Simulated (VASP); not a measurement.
Calculation: PBE GGA, VASP's PBE PAW potentials (set 64) (plane waves; VASP 6.6.1).

VASP ran on this input.

**POSCAR**
```
ScTa
1.0
  4.8331720000   0.0000000000   0.0000000000
  0.0000000000   3.1994140000   0.0000000000
  0.0000000000   0.0000000000   4.9345130000
Sc Ta
2 2
Cart
  3.6248790000   1.5997070000   1.5420353125
  1.2082930000   1.5997070000   3.3924776875
  3.6248790000   0.0000000000   4.0092918125
  1.2082930000   0.0000000000   0.9252211875
```

INCAR:
```
ALGO = Normal
EDIFF = 1E-6
EDIFFG = -0.01
ENCUT = 300
GGA = PE
IBRION = 2
ISIF = 3
ISMEAR = 0
LASPH = .TRUE.
LCHARG = .FALSE.
LMAXMIX = 6
LREAL = .FALSE.
LWAVE = .FALSE.
NELM = 100
NSW = 50
PREC = Accurate
SIGMA = 0.1
SYSTEM = ScTa
```

File KPOINTS:
```
kpoints
0
gamma
  4 5 4
```

POTCAR, in this order: Sc_sv Ta_pv (PBE.64 set). Program: vasp_std.

Output of the run:

### OSZICAR
```
...
DAV:   4    -0.354541070190E+02    0.13806E-04   -0.11702E-04  2318   0.744E-02    0.223E-02
DAV:   5    -0.354541039052E+02    0.31138E-05   -0.44797E-05  1838   0.445E-02    0.118E-02
DAV:   6    -0.354541027470E+02    0.11582E-05   -0.78712E-06  1746   0.174E-02    0.313E-03
DAV:   7    -0.354541026734E+02    0.73592E-07   -0.49991E-07   876   0.888E-03
  12 F= -.35454103E+02 E0= -.35442995E+02  d E =-.795454E-01
       N       E                     dE             d eps       ncg     rms          rms(c)
DAV:   1    -0.354571594696E+02   -0.30567E-02   -0.31698E-01  1432   0.603E+00    0.289E-01
DAV:   2    -0.354570155046E+02    0.14396E-03   -0.21582E-02  1918   0.170E+00    0.148E-01
DAV:   3    -0.354565290127E+02    0.48649E-03   -0.20904E-03  2166   0.340E-01    0.532E-02
DAV:   4    -0.354565117044E+02    0.17308E-04   -0.37198E-04  2276   0.120E-01    0.340E-02
DAV:   5    -0.354565050371E+02    0.66673E-05   -0.10012E-04  2254   0.598E-02    0.191E-02
DAV:   6    -0.354565053797E+02   -0.34265E-06   -0.87711E-06  1702   0.194E-02
  13 F= -.35456505E+02 E0= -.35445411E+02  d E =-.240271E-02
       N       E                     dE             d eps       ncg     rms          rms(c)
DAV:   1    -0.354643550780E+02   -0.78500E-02   -0.25190E+00  1430   0.170E+01    0.816E-01
DAV:   2    -0.354634805313E+02    0.87455E-03   -0.17098E-01  1938   0.476E+00    0.419E-01
DAV:   3    -0.354596266457E+02    0.38539E-02   -0.16561E-02  2154   0.960E-01    0.151E-01
DAV:   4    -0.354594749368E+02    0.15171E-03   -0.29744E-03  2274   0.342E-01    0.963E-02
DAV:   5    -0.354594188316E+02    0.56105E-04   -0.77501E-04  2406   0.167E-01    0.537E-02
DAV:   6    -0.354594163062E+02    0.25254E-05   -0.68850E-05  2168   0.550E-02    0.137E-02
DAV:   7    -0.354594173188E+02   -0.10127E-05   -0.52287E-06  1634   0.164E-02    0.242E-03
DAV:   8    -0.354594171536E+02    0.16524E-06   -0.45314E-07   936   0.566E-03
  14 F= -.35459417E+02 E0= -.35448505E+02  d E =-.531448E-02
       N       E                     dE             d eps       ncg     rms          rms(c)
DAV:   1    -0.354597775645E+02   -0.36025E-03   -0.23393E-01  1626   0.670E+00    0.115E-01
DAV:   2    -0.354606754268E+02   -0.89786E-03   -0.11626E-02  1684   0.110E+00    0.480E-02
DAV:   3    -0.354606785730E+02   -0.31462E-05   -0.52697E-04  2204   0.179E-01    0.230E-02
DAV:   4    -0.354606751824E+02    0.33906E-05   -0.48936E-05  2138   0.495E-02    0.108E-02
DAV:   5    -0.354606742772E+02    0.90519E-06   -0.12313E-05  1732   0.191E-02    0.685E-03
DAV:   6    -0.354606741032E+02    0.17396E-06   -0.11319E-06   958   0.941E-03
  15 F= -.35460674E+02 E0= -.35449929E+02  d E =-.125695E-02
       N       E                     dE             d eps       ncg     rms          rms(c)
DAV:   1    -0.354571114012E+02    0.35629E-02   -0.12453E+00  1632   0.154E+01    0.266E-01
DAV:   2    -0.354618994699E+02   -0.47881E-02   -0.62466E-02  1688   0.254E+00    0.110E-01
DAV:   3    -0.354619203845E+02   -0.20915E-04   -0.27785E-03  2220   0.417E-01    0.534E-02
DAV:   4    -0.354619031689E+02    0.17216E-04   -0.26506E-04  2114   0.114E-01    0.249E-02
DAV:   5    -0.354618984260E+02    0.47429E-05   -0.65771E-05  1984   0.442E-02    0.156E-02
DAV:   6    -0.354618982451E+02    0.18085E-06   -0.77514E-06  1940   0.213E-02
  16 F= -.35461898E+02 E0= -.35451466E+02  d E =-.248109E-02
       N       E                     dE             d eps       ncg     rms          rms(c)
DAV:   1    -0.354678163923E+02   -0.59180E-02   -0.42067E-01  1912   0.946E+00    0.562E-01
DAV:   2    -0.354633421309E+02    0.44743E-02   -0.25995E-02  1752   0.178E+00    0.206E-01
DAV:   3    -0.354624324174E+02    0.90971E-03   -0.45313E-03  2058   0.704E-01    0.889E-02
DAV:   4    -0.354624400825E+02   -0.76651E-05   -0.30710E-04  2322   0.140E-01    0.573E-02
DAV:   5    -0.354624434288E+02   -0.33463E-05   -0.15093E-04  2188   0.578E-02    0.152E-02
DAV:   6    -0.354624410291E+02    0.23997E-05   -0.33761E-05  1818   0.312E-02    0.491E-03
DAV:   7    -0.354624411710E+02   -0.14190E-06   -0.16607E-06  1140   0.119E-02
  17 F= -.35462441E+02 E0= -.35451844E+02  d E =-.542926E-03
       N       E                     dE             d eps       ncg     rms          rms(c)
DAV:   1    -0.354624412081E+02   -0.17898E-06   -0.11184E-05  1762   0.477E-02    0.284E-03
DAV:   2    -0.354624410413E+02    0.16687E-06   -0.61698E-07   798   0.918E-03
  18 F= -.35462441E+02 E0= -.35451844E+02  d E =-.542796E-03
       N       E                     dE             d eps       ncg     rms          rms(c)
DAV:   1    -0.354628566939E+02   -0.41549E-03   -0.84243E-02  1716   0.456E+00    0.131E-01
DAV:   2    -0.354628001314E+02    0.56563E-04   -0.39940E-03  1920   0.636E-01    0.749E-02
DAV:   3    -0.354626947558E+02    0.10538E-03   -0.51931E-04  2256   0.171E-01    0.417E-02
DAV:   4    -0.354626527944E+02    0.41961E-04   -0.25577E-04  2302   0.122E-01    0.155E-02
DAV:   5    -0.354626514281E+02    0.13663E-05   -0.28411E-05  1824   0.364E-02    0.733E-03
DAV:   6    -0.354626509352E+02    0.49291E-06   -0.17871E-06  1222   0.126E-02
  19 F= -.35462651E+02 E0= -.35451929E+02  d E =-.209894E-03
       N       E                     dE             d eps       ncg     rms          rms(c)
DAV:   1    -0.354627508084E+02   -0.99380E-04   -0.28101E-02  1718   0.264E+00    0.753E-02
DAV:   2    -0.354627323534E+02    0.18455E-04   -0.13274E-03  1910   0.367E-01    0.432E-02
DAV:   3    -0.354626973001E+02    0.35053E-04   -0.17040E-04  2256   0.982E-02    0.238E-02
DAV:   4    -0.354626835887E+02    0.13711E-04   -0.82435E-05  2300   0.690E-02    0.891E-03
DAV:   5    -0.354626830602E+02    0.52848E-06   -0.93302E-06  1762   0.210E-02
  20 F= -.35462683E+02 E0= -.35451892E+02  d E =-.242019E-03
       N       E                     dE             d eps       ncg     rms          rms(c)
DAV:   1    -0.354626833483E+02    0.24038E-06   -0.36975E-04  1748   0.302E-01    0.882E-03
DAV:   2    -0.354626830842E+02    0.26416E-06   -0.18706E-05  1988   0.430E-02    0.515E-03
DAV:   3    -0.354626825646E+02    0.51955E-06   -0.21612E-06  1034   0.119E-02
  21 F= -.35462683E+02 E0= -.35451884E+02  d E =-.241523E-03
       N       E                     dE             d eps       ncg     rms          rms(c)
DAV:   1    -0.354626824168E+02    0.66737E-06   -0.14772E-03  1720   0.604E-01    0.171E-02
DAV:   2    -0.354626813614E+02    0.10554E-05   -0.70807E-05  1914   0.847E-02    0.989E-03
DAV:   3    -0.354626795506E+02    0.18108E-05   -0.90724E-06  1704   0.226E-02    0.570E-03
DAV:   4    -0.354626787156E+02    0.83496E-06   -0.42171E-06  1436   0.166E-02
  22 F= -.35462679E+02 E0= -.35451864E+02  d E =-.237674E-03
       N       E                     dE             d eps       ncg     rms          rms(c)
DAV:   1    -0.354626834538E+02   -0.39032E-05   -0.85121E-04  1718   0.458E-01    0.130E-02
DAV:   2    -0.354626831112E+02    0.34260E-06   -0.41629E-05  1912   0.646E-02    0.751E-03
DAV:   3    -0.354626820135E+02    0.10976E-05   -0.47800E-06  1404   0.169E-02    0.413E-03
DAV:   4    -0.354626815935E+02    0.42004E-06   -0.15845E-06   832   0.140E-02
  23 F= -.35462682E+02 E0= -.35451878E+02  d E =-.240552E-03
       N       E                     dE             d eps       ncg     rms          rms(c)
DAV:   1    -0.354626874690E+02   -0.54554E-05   -0.95760E-03  1708   0.145E+00    0.353E-02
DAV:   2    -0.354627088930E+02   -0.21424E-04   -0.51740E-04  1672   0.228E-01    0.145E-02
DAV:   3    -0.354627074072E+02    0.14858E-05   -0.38683E-05  2350   0.515E-02    0.578E-03
DAV:   4    -0.354627075059E+02   -0.98669E-07   -0.86011E-07   990   0.953E-03
  24 F= -.35462708E+02 E0= -.35451890E+02  d E =-.259124E-04
```

File OUTCAR:
```
------------------------ aborting loop because EDIFF is reached ----------------------------------------
  FORCE on cell =-STRESS in cart. coord.  units (eV):
  Direction    XX          YY          ZZ          XY          YZ          ZX
  --------------------------------------------------------------------------------------
  Total       -0.0016395     -0.0278886      0.0236059      0.0000000      0.0000000     -0.0000000
  in kB       -0.0320415     -0.5450432      0.4613442      0.0000000      0.0000000     -0.0000000
  external PRESSURE =      -0.0385802 kB  Pullay stress =       0.0000000 kB
  volume of cell :       81.98
      direct lattice vectors                 reciprocal lattice vectors
     4.908630480  0.000000000 -0.000000000     0.203722811  0.000000000  0.000000000
     0.000000000  2.978761254  0.000000000     0.000000000  0.335710020  0.000000000
    -0.000000000  0.000000000  5.606732218     0.000000000  0.000000000  0.178357011
 POSITION                                       TOTAL-FORCE (eV/Angst)
 -----------------------------------------------------------------------------------
      3.68147      1.48938      1.95424        -0.000000     -0.000000      0.002192
      1.22716      1.48938      3.65249         0.000000     -0.000000     -0.002192
      3.68147      0.00000      4.88772        -0.000000     -0.000000      0.009556
      1.22716      0.00000      0.71901         0.000000      0.000000     -0.009556
 -----------------------------------------------------------------------------------
    total drift:                                0.000000      0.000000     -0.000000
  FREE ENERGIE OF THE ION-ELECTRON SYSTEM (eV)
  ---------------------------------------------------
  free  energy   TOTEN  =       -35.4627075059 eV

  energy  without entropy=      -35.4410719086  energy(sigma->0) =      -35.45188971

 reached required accuracy - stopping structural energy minimisation
```
(Selected blocks of OUTCAR.)

File CONTCAR:
```
ScTa
   1.00000000000000
     4.9086304799711034    0.0000000000000000   -0.0000000000000000
     0.0000000000000000    2.9787612536750316    0.0000000000000000
    -0.0000000000000000    0.0000000000000000    5.6067322182116106
  Sc              Ta
     2     2
Direct
     0.7500000000000000    0.5000000000000000    0.3485531533894686
     0.2500000000000000    0.5000000000000000    0.6514468466105313
     0.7500000000000000    0.0000000000000000    0.8717591467830677
     0.2500000000000000    0.0000000000000000    0.1282408532169323
```

At this cut-off the stress carries a Pulay error, which pulls relaxed volumes low. Energy and stress use the plane-wave basis of the starting cell.

The structure was generated: ScTa was put into an ordered model structure, which need not be its known phase. This run relaxes it. Symmetry was kept, so distortions that lower it aren't found. The k-mesh is coarse (spacing up to 0.42 per Å, 2π included), so the numbers may not be converged in it. The run is one of a series of settings (EDIFFG = -0.01, IBRION = 2, ISIF = 3, NSW = 50 against the base run), some of them coarse on purpose.
